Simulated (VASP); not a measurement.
VASP runs on ScRe (atoms displaced from the space group 123 structure) share one base input (PBE GGA, plane waves, VASP's PBE PAW potentials (set 64)) and change the settings named in each case.

### KPOINTS
```
Automatic mesh
0
Gamma
6 6 5
0 0 0
```

### POSCAR
```
ScRe
1.0
  3.0809930000   0.0000000000   0.0000000000
  0.0000000000   3.0809930000   0.0000000000
  0.0000000000   0.0000000000   4.0383020000
Sc Re
1 1
Direct
  0.4875490000   0.5043270000   0.4980190000
  0.0124510000  -0.0043270000   0.0019810000
```

**INCAR**
```
SYSTEM = ScRe
PREC = Accurate; ENCUT = 300; LREAL = .FALSE.
LASPH = .TRUE.
EDIFF = 1E-6; NELM = 100; ALGO = Normal
LMAXMIX = 6
ISMEAR = -1; SIGMA = 0.1
GGA = PE
ISIF = 2
LWAVE = .FALSE.; LCHARG = .FALSE.
```

POTCAR, in this order: Sc_sv Re (PBE.64 set). Program: vasp_std.

```json
[
 {"change": "base run", "E(σ→0) (eV/atom)": "-9.0195", "pressure (GPa)": "-12.11", "largest force (eV/Å)": "0.338", "−TS (eV)": "-0.0893"},
 {"change": "GGA removed, POTCAR Sc_sv Re (LDA.64 set)", "E(σ→0) (eV/atom)": "-9.8428", "pressure (GPa)": "?", "largest force (eV/Å)": "?", "−TS (eV)": "?"},
 {"change": "GGA_COMPAT = .FALSE., LNONCOLLINEAR = .TRUE., LSORBIT = .TRUE., MAGMOM = 0.0 0.0 0.0 0.0 0.0 0.0, program vasp_ncl", "E(σ→0) (eV/atom)": "-9.1944", "pressure (GPa)": "-11.48", "largest force (eV/Å)": "0.325", "−TS (eV)": "-0.0939"},
 {"change": "KPOINTS 2×2×2 Γ-centred mesh", "E(σ→0) (eV/atom)": "-8.6145", "pressure (GPa)": "-12.60", "largest force (eV/Å)": "0.552", "−TS (eV)": "-0.1000"}
]
```

Task: What belongs in the gaps?

Result: 
- GGA removed, POTCAR Sc_sv Re (LDA.64 set), pressure (GPa): -20.22
- GGA removed, POTCAR Sc_sv Re (LDA.64 set), largest force (eV/Å): 0.292
- GGA removed, POTCAR Sc_sv Re (LDA.64 set), −TS (eV): -0.0904

Energies of different potentials or functionals have different zeros.  Unless said otherwise, spin-orbit coupling is left out, though it shifts the bands of the heavy elements here. At 300 eV the pressure can carry a Pulay error.

Left out are runs that ran out of time, are held back, or changed the cell or the kind of run, fixed moments of cells without a moment, rows past the twelfth, gaps on odd meshes, pressures of charged cells and columns that move by less than the noise.

The structure was generated: ScRe was put into an ordered model structure, which need not be its known phase. The cell was not relaxed at this level, its atoms were moved at random.
